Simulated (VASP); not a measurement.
The system is CdTe.

```xyz
2
Lattice="0.0000 3.2050 3.2050 3.2050 0.0000 3.2050 3.2050 3.2050 0.0000" Properties=species:S:1:pos:R:3 pbc="T T T"
Cd    0.0000    0.0000    0.0000
Te    1.6025    1.6025    1.6025
```

- Program: VASP 6.6.1
- Task: relaxation of cell and atoms
- Functional: PBE
- Potentials or basis: VASP PAW PBE potentials, release 64 (Cd, Te)
- Cutoff: 600 eV
- k mesh: 8 × 8 × 8
- Occupations: gaussian, width 0.03 eV
- Spin: no spin polarisation

At the start: pressure 4.4 GPa; volume 32.92 Å³/atom.

Problem. Where does the relaxation end?

Solution. Over 3 steps the energy falls by 42.0 meV/atom and the volume is 36.30 Å³/atom (+10.3 %); space group F-43m (No. 216, to 0.05 Å).

Step by step:
```csv
step,energy change (eV),largest force (eV/Å),pressure (GPa),volume (Å³)
1,0.0000,0.0000,4.35,65.84
2,-0.0777,0.0000,-0.93,74.74
3,-0.0840,0.0000,0.02,72.60
```

Final structure:
```yaml
crystal:
  lattice:
    - [0.00000, 3.31114, 3.31114]
    - [3.31114, 0.00000, 3.31114]
    - [3.31114, 3.31114, 0.00000]
  atoms:
    - { symbol: Cd, position: [0.00000, 0.00000, 0.00000] }
    - { symbol: Te, position: [0.25000, 0.25000, 0.25000] }
```

Caveat: the volume moved by +10 % from the deposited cell, more than functionals usually miss.
